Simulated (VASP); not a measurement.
# KCoN: a series over U

Wanted: how far the results for KCoN hang on the Hubbard correction. The start is a computed cell from the Materials Project.

Main program and level: VASP 6.6.1; PBEsol, spin-polarised from a ferromagnetic start; plane waves and PAW (Co, K_sv, N), in the first sound run; inputs show where later runs differ.

**1. Starting point**

It takes space group Pnma (No. 62, orthorhombic). Conventional cell: a = 10.291 Å, b = 3.480 Å, c = 6.305 Å, α = 90.00°, β = 90.00°, γ = 90.00°. Nearest to Co lie 3 N at 1.78 to 1.94 Å. K has 4 N at 2.83 to 3.36 Å and 1 Co at 3.26 Å nearest. Nearest to N lie 3 Co at 1.78 to 1.94 Å and 4 K at 2.83 to 3.36 Å. Farther neighbours and most contacts between anions are not listed.

As a file:

```xyz
12
Lattice="10.2915 0.0000 0.0000 0.0000 3.4800 0.0000 0.0000 0.0000 6.3046" Properties=species:S:1:pos:R:3 pbc="T T T"
Co    9.8437    2.6100    0.6327
Co    4.6979    2.6100    2.5195
Co    0.4478    0.8700    5.6718
Co    5.5935    0.8700    3.7850
K     8.5986    2.6100    3.6412
K     3.4529    2.6100    5.8156
K     1.6928    0.8700    2.6633
K     6.8385    0.8700    0.4890
N     5.8061    2.6100    4.1141
N     0.6604    2.6100    5.3428
N     4.4853    0.8700    2.1905
N     9.6310    0.8700    0.9618
```

**2. Series over U, start order fm, U 0**

U penalises partly filled orbitals; repeating the run over U shows how far moments and gap depend on it.

INCAR reads:

```
SYSTEM = KCoN
PREC = Normal
ENCUT = 480
EDIFF = 1E-06
NELM = 150
ISMEAR = 0
SIGMA = 0.05
LREAL = .FALSE.
ALGO = Normal
GGA = PS
NBANDS = 62
ISPIN = 2
MAGMOM = 2 2 2 2 0 0 0 0 0 0 0 0
LASPH = .TRUE.
LMAXMIX = 4
LORBIT = 11
LWAVE = .FALSE.
LCHARG = .FALSE.
KPAR = 2
AMIX = 0.2
BMIX = 1E-04
AMIX_MAG = 0.8
BMIX_MAG = 1E-04
NEDOS = 1200
```

POSCAR reads:

```
KCoN
1.0
   10.2914570000      0.0000000000      0.0000000000
    0.0000000000      3.4799790000      0.0000000000
    0.0000000000      0.0000000000      6.3045690000
Co K N
4 4 4
Direct
    0.9564880000      0.7500000000      0.1003620000
    0.4564880000      0.7500000000      0.3996380000
    0.0435120000      0.2500000000      0.8996380000
    0.5435120000      0.2500000000      0.6003620000
    0.8355130000      0.7500000000      0.5775570000
    0.3355130000      0.7500000000      0.9224430000
    0.1644870000      0.2500000000      0.4224430000
    0.6644870000      0.2500000000      0.0775570000
    0.5641710000      0.7500000000      0.6525570000
    0.0641710000      0.7500000000      0.8474430000
    0.4358290000      0.2500000000      0.3474430000
    0.9358290000      0.2500000000      0.1525570000
```

KPOINTS reads:

```
Automatic mesh
0
Gamma
2 5 3
0 0 0
```

The projector-augmented-wave data sets are Co, K_sv and N (PBE family, release 64).

On the command line:

```sh
$ mpirun -np 2 vasp_std
```

What it wrote:

```text
[banner, memory and clock lines left out]
running    2 mpi-ranks, on    1 nodes
 distrk:  each k-point on    1 cores,    2 groups
 distr:  one band on    1 cores,    1 groups

 POSCAR found type information on POSCAR CoK N
 POSCAR found :  3 types and      12 ions
|                                                                             |
|               ----> ADVICE to this user running VASP <----                  |
|                                                                             |
|     You enforced a specific xc type in the INCAR file but a different       |
|     [... a line on the potential file left out ...]
|     I HOPE YOU KNOW WHAT YOU ARE DOING!                                     |
|                                                                             |

 LDA part: xc-table for (Slater+PW92), standard interpolation
 POSCAR, INCAR and KPOINTS ok, starting setup
 FFT: planning ... GRIDC
 FFT: planning ... GRID_SOFT
 FFT: planning ... GRID
 WAVECAR not read
 entering main loop
       N       E                     dE             d eps       ncg     rms          rms(c)
DAV:   1     0.922823797022E+03    0.92282E+03   -0.37811E+04  2976   0.141E+03
DAV:   2     0.623403050126E+02   -0.86048E+03   -0.80916E+03  3030   0.399E+02
DAV:   3    -0.736579969893E+02   -0.13600E+03   -0.13068E+03  3808   0.166E+02
DAV:   4    -0.853772617930E+02   -0.11719E+02   -0.11535E+02  4216   0.409E+01
DAV:   5    -0.858996882210E+02   -0.52243E+00   -0.52132E+00  4850   0.895E+00    0.426E+01
DAV:   6    -0.736712217607E+02    0.12228E+02   -0.61875E+01  4258   0.666E+01    0.271E+01
DAV:   7    -0.714928865910E+02    0.21783E+01   -0.14579E+01  4360   0.381E+01    0.183E+01
DAV:   8    -0.712857260585E+02    0.20716E+00   -0.22526E+00  4136   0.799E+00    0.105E+01
DAV:   9    -0.710738539436E+02    0.21187E+00   -0.59319E-01  4458   0.464E+00    0.566E+00
DAV:  10    -0.710847990378E+02   -0.10945E-01   -0.14654E-01  3952   0.217E+00    0.234E+00
DAV:  11    -0.710795471834E+02    0.52519E-02   -0.49682E-02  3826   0.217E+00    0.800E-01
DAV:  12    -0.710786166835E+02    0.93050E-03   -0.19735E-02  3746   0.105E+00    0.317E-01
DAV:  13    -0.710781464365E+02    0.47025E-03   -0.17171E-03  4680   0.238E-01    0.194E-01
DAV:  14    -0.710779522053E+02    0.19423E-03   -0.65638E-04  4216   0.164E-01    0.101E-01
DAV:  15    -0.710779627605E+02   -0.10555E-04   -0.19119E-04  4448   0.677E-02    0.591E-02
DAV:  16    -0.710779817566E+02   -0.18996E-04   -0.37965E-05  3878   0.377E-02    0.244E-02
DAV:  17    -0.710779836140E+02   -0.18574E-05   -0.74736E-06  3724   0.184E-02    0.101E-02
DAV:  18    -0.710779828388E+02    0.77513E-06   -0.19788E-06  2292   0.100E-02
   1 F= -.71077983E+02 E0= -.71072439E+02  d E =-.110877E-01  mag=     1.6003
```

Elapsed: 70 s, on 2 MPI ranks of Intel Xeon 6975P-C (Granite Rapids), shared host; peak memory 0.71 GiB.

The logs omit lines about the potential files and the build; timing stands in the text.

Parts of OUTCAR (step 2):

```text
ion  position               nearest neighbor table
   1  0.956  0.750  0.100-  12 1.78  12 1.78  10 1.94   3 2.33   3 2.33   5 3.26   7 3.43   7 3.43

  LATTYP: Found a simple orthorhombic cell.
 ALAT       =     3.4799790000
 B/A-ratio  =     1.8116686911
 C/A-ratio  =     2.9573330759

 Subroutine GETGRP returns: Found  8 space group operations
 (whereof  2 operations were pure point group operations)

The static configuration has the point symmetry S_2 .
 The point group associated with its full space group is D_2h.

 Found     12 irreducible k-points:

   k-points           NKPTS =     12   k-points in BZ     NKDIM =     12   number of bands    NBANDS=     62

   dimension x,y,z NGX =    56 NGY =   20 NGZ =   36
   dimension x,y,z NGXF=   112 NGYF=   40 NGZF=   72

   ENCUT  =  480.0 eV  35.28 Ry    5.94 a.u.  18.38  6.22 11.26*2*pi/ulx,y,z

   NELECT =      92.0000    total number of electrons

 k-points in reciprocal lattice and weights: Automatic mesh
   0.00000000  0.00000000  0.00000000       0.033
   0.50000000  0.00000000  0.00000000       0.033
   0.00000000  0.20000000  0.00000000       0.067
   0.50000000  0.20000000  0.00000000       0.067
   0.00000000  0.40000000  0.00000000       0.067
   0.50000000  0.40000000  0.00000000       0.067
   0.00000000  0.00000000  0.33333333       0.067
   0.50000000  0.00000000  0.33333333       0.067
   0.00000000  0.20000000  0.33333333       0.133
   0.50000000  0.20000000  0.33333333       0.133
   0.00000000  0.40000000  0.33333333       0.133
   0.50000000  0.40000000  0.33333333       0.133

 average (electrostatic) potential at core
       1 -85.2667       2 -85.2667       3 -85.2667       4 -85.2667       5 -34.9134
       6 -34.9134       7 -34.9134       8 -34.9134       9 -66.3428      10 -66.3428
      11 -66.3428      12 -66.3428

 E-fermi :   3.3330

 spin component 1
 k-point     1 :       0.0000    0.0000    0.0000
  band No.  band energies     occupation
    ...
     44       1.9846      1.00000
     45       2.1472      1.00000
     46       2.2283      1.00000
     47       3.2374      0.99656
     48       3.3139      0.70467
     49       4.2852      0.00000
     50       4.5412      0.00000
     51       4.8369      0.00000
     52       4.8422      0.00000
     53       5.2552      0.00000
    ...

 k-point     2 :       0.5000    0.0000    0.0000
  band No.  band energies     occupation
    ...
     44       1.9776      1.00000
     45       2.1889      1.00000
     46       2.1889      1.00000
     47       3.2758      0.94691
     48       3.2758      0.94691
     49       4.4119      0.00000
     50       4.4119      0.00000
     51       4.8393      0.00000
     52       4.8393      0.00000
     53       5.3598      0.00000
    ...

 k-point     3 :       0.0000    0.2000    0.0000
  band No.  band energies     occupation
    ...
     43       2.2268      1.00000
     44       2.2367      1.00000
     45       2.5476      1.00000
     46       2.6434      1.00000
     47       3.2656      0.97155
     48       3.3755      0.11432
     49       3.9280      0.00000
     50       4.0918      0.00000
     51       5.0851      0.00000
     52       5.1210      0.00000
    ...

 k-point     4 :       0.5000    0.2000    0.0000
  band No.  band energies     occupation
    ...
     44       2.2364      1.00000
     45       2.5978      1.00000
     46       2.5978      1.00000
     47       3.3204      0.63929
     48       3.3204      0.63929
     49       4.0006      0.00000
     50       4.0006      0.00000
     51       5.1789      0.00000
     52       5.1789      0.00000
     53       5.3676      0.00000
    ...

 k-point     5 :       0.0000    0.4000    0.0000
  band No.  band energies     occupation
    ...
     42       2.1127      1.00000
     43       2.4787      1.00000
     44       2.5099      1.00000
     45       3.2048      0.99986
     46       3.2434      0.99433
     47       3.6400      0.00000
     48       3.7576      0.00000
     49       3.7989      0.00000
     50       3.8825      0.00000
     51       4.0445      0.00000
    ...

 k-point     6 :       0.5000    0.4000    0.0000
  band No.  band energies     occupation
    ...
     42       2.1021      1.00000
     43       2.4896      1.00000
     44       2.4896      1.00000
     45       3.2226      0.99910
     46       3.2226      0.99910
     47       3.7238      0.00000
     48       3.7238      0.00000
     49       3.8065      0.00000
     50       3.8065      0.00000
     51       4.0822      0.00000
    ...

  Total       -3.1549398     -8.2613352     -4.0026750      0.0000000      0.0000000      0.0000000
  in kB      -22.3868387    -58.6208267    -28.4022027      0.0000000      0.0000000      0.0000000
  external PRESSURE =     -36.4699560 kB  Pullay stress =       0.0000000 kB

  energy-cutoff  :      480.00
  volume of cell :      225.79
      direct lattice vectors                 reciprocal lattice vectors
    10.291457000  0.000000000  0.000000000     0.097167971  0.000000000  0.000000000
     0.000000000  3.479979000  0.000000000     0.000000000  0.287358056  0.000000000
     0.000000000  0.000000000  6.304569000     0.000000000  0.000000000  0.158615125

 POSITION                                       TOTAL-FORCE (eV/Angst)
 -----------------------------------------------------------------------------------
      9.84366      2.60998      0.63274         0.186103      0.000000     -0.246346
      4.69793      2.60998      2.51955         0.186103      0.000000      0.246346
      0.44780      0.86999      5.67183        -0.186103     -0.000000      0.246346
      5.59353      0.86999      3.78502        -0.186103      0.000000     -0.246346
      8.59865      2.60998      3.64125         0.008724      0.000000     -0.000826
      3.45292      2.60998      5.81561         0.008724      0.000000      0.000826
      1.69281      0.86999      2.66332        -0.008724     -0.000000      0.000826
      6.83854      0.86999      0.48896        -0.008724      0.000000     -0.000826
      5.80614      2.60998      4.11409        -0.219578      0.000000     -0.288932
      0.66041      2.60998      5.34276        -0.219578     -0.000000      0.288932
      4.48532      0.86999      2.19048         0.219578      0.000000      0.288932
      9.63104      0.86999      0.96181         0.219578      0.000000     -0.288932
 -----------------------------------------------------------------------------------
    total drift:                                0.000000     -0.000000      0.000000

  FREE ENERGIE OF THE ION-ELECTRON SYSTEM (eV)
  ---------------------------------------------------
  free  energy   TOTEN  =       -71.0779828388 eV

  energy  without entropy=      -71.0668951425  energy(sigma->0) =      -71.07243899

 total charge
# of ion       s       p       d       tot
------------------------------------------
    1        0.518   0.672   7.442   8.631
    2        0.518   0.672   7.442   8.631
    3        0.518   0.672   7.442   8.631
    4        0.518   0.672   7.442   8.631
    5        1.965   5.562   0.039   7.565
    6        1.965   5.562   0.039   7.565
    7        1.965   5.562   0.039   7.565
    8        1.965   5.562   0.039   7.565
    9        1.266   2.337   0.000   3.603
   10        1.266   2.337   0.000   3.603
   11        1.266   2.337   0.000   3.603
   12        1.266   2.337   0.000   3.603
--------------------------------------------------
tot         14.994  34.283  29.924  79.201

 magnetization (x)
# of ion       s       p       d       tot
------------------------------------------
    1        0.001  -0.006   0.341   0.336
    2        0.001  -0.006   0.341   0.336
    3        0.001  -0.006   0.341   0.336
    4        0.001  -0.006   0.341   0.336
    5       -0.001  -0.001  -0.000  -0.002
    6       -0.001  -0.001  -0.000  -0.002
    7       -0.001  -0.001  -0.000  -0.002
    8       -0.001  -0.001  -0.000  -0.002
    9        0.002   0.059   0.000   0.062
   10        0.002   0.059   0.000   0.062
   11        0.002   0.059   0.000   0.062
   12        0.002   0.059   0.000   0.062
--------------------------------------------------
tot          0.010   0.211   1.362   1.584

[... 6 further parts left out ...]
```

The magnetic state follows from one typed start and may not be the lowest. The k-mesh is coarse for a metal. The PAW data sets were made with PBE, which is usual practice but a small mismatch for other functionals.

This step gave:

| Quantity | Value |
| --- | --- |
| electronic cycles | 18 |
| electrons | 92 |
| free energy (TOTEN) | -71.0780 eV |
| energy at zero smearing | -71.0724 eV |
| Fermi energy | 3.333 eV |
| moment of the cell, from the last line of the log | 1.600 μB |
| labelled metallic, from the levels on this mesh | yes |
| DOS at the Fermi level | 9.467 states/eV/cell |

Spin moment in the PAW sphere by atom:

```
atom  spin moment in the PAW sphere (μB)
 Co1                               0.336
 Co2                               0.336
 Co3                               0.336
 Co4                               0.336
  K5                              -0.002
  K6                              -0.002
  K7                              -0.002
  K8                              -0.002
  N9                               0.062
 N10                               0.062
 N11                               0.062
 N12                               0.062
```

The density of states has structure finer than the step of the table below, so its rows give means over 1 eV, whole bins alone (the curve runs from -12.0 to 6.91 eV). Peaks (eV: height): total up -4.9: 13.2, -4.7: 13.6, -1.8: 13.8, -1.5: 16.7; total down -4.5: 13.2, -1.4: 19.3, -1.1: 14.8, 0.4: 16; Co s up -7.0: 1.34, -6.7: 1.16, -6.0: 0.598, -4.9: 0.634; Co s down -6.9: 1.31, -6.5: 1.50, -5.8: 0.659, -4.8: 0.663; Co p up -4.9: 1.40, -4.7: 1.42, -4.0: 1.15, -3.1: 1.18.

Means over bins of 0.066 eV. Density of states against energy, zero at the Fermi level; means over each step; 7 of 17 lines; values in states/eV/cell:

| energy (eV) | total up | total down | Co s up | Co s down | Co p up | Co p down | Co d up |
| --- | --- | --- | --- | --- | --- | --- | --- |
| -8 | 0 | 0 | 0 | 0 | 0 | 0 | 0 |
| -7 | 1.60 | 1.34 | 0.292 | 0.247 | 0.0459 | 0.0320 | 0.550 |
| -6 | 0.931 | 1.06 | 0.0686 | 0.119 | 0.0526 | 0.0674 | 0.339 |
| -5 | 6.48 | 5.35 | 0.127 | 0.125 | 0.431 | 0.317 | 2.18 |
| -4 | 3.01 | 4.06 | 0.00582 | 0.0143 | 0.235 | 0.383 | 0.804 |
| -3 | 1.22 | 1.41 | 0.00399 | 0.00224 | 0.122 | 0.104 | 0.845 |
| -2 | 5.80 | 2.35 | 0.137 | 0.0984 | 0.0404 | 0.0122 | 4.48 |
| -1 | 6.20 | 9.38 | 0.123 | 0.161 | 0.0993 | 0.128 | 4.97 |
| 0 | 3.16 | 2.31 | 0.0179 | 0.0140 | 0.0231 | 0.0138 | 2.05 |
| 1 | 2.57 | 3.51 | 0.0501 | 0.0419 | 0.0695 | 0.0645 | 1.30 |
| 2 | 3.19 | 3.10 | 0.0199 | 0.0207 | 0.110 | 0.109 | 0.825 |
| 3 | 2.69 | 2.88 | 0.00869 | 0.00843 | 0.124 | 0.126 | 0.245 |
| 4 | 3.84 | 3.83 | 0.0352 | 0.0335 | 0.0697 | 0.0682 | 0.337 |
| 5 | 1.38 | 1.48 | 0.0124 | 0.0129 | 0.0240 | 0.0258 | 0.122 |
| 6 | 0 | 0 | 0 | 0 | 0 | 0 | 0 |

Force by atom:

```csv
atom,x (eV/Å),y (eV/Å),z (eV/Å),size
Co1,0.186,0.000,-0.246,0.309
Co2,0.186,0.000,0.246,0.309
Co3,-0.186,0.000,0.246,0.309
Co4,-0.186,0.000,-0.246,0.309
K5,0.009,0.000,-0.001,0.009
K6,0.009,0.000,0.001,0.009
K7,-0.009,0.000,0.001,0.009
K8,-0.009,0.000,-0.001,0.009
N9,-0.220,0.000,-0.289,0.363
N10,-0.220,0.000,0.289,0.363
N11,0.220,0.000,0.289,0.363
N12,0.220,0.000,-0.289,0.363
```

The density of states holds every band computed, so its fall toward the upper end of the range is no gap.

Energy at zero smearing: -71.07244 eV.

[end of part 1 of 4]

[Lines on the potential files, build, host, timing and source positions are cut from VASP's logs without a mark.]

[Logs are printed without paths, hosts, clocks, repeated set-up lines and the standing remarks that a program may print on its own settings, such as how far it seeks lower states.]

[Hosts, paths, dates, database ids (printed as entryN), source tags and the programs' standing remarks are cut or masked in the printed files.]

[In band tables of VASP the shares of atoms and orbitals are scaled to a sum of 1 inside the atoms' spheres.]

[Runs that stopped without an error message from VASP are left out.]
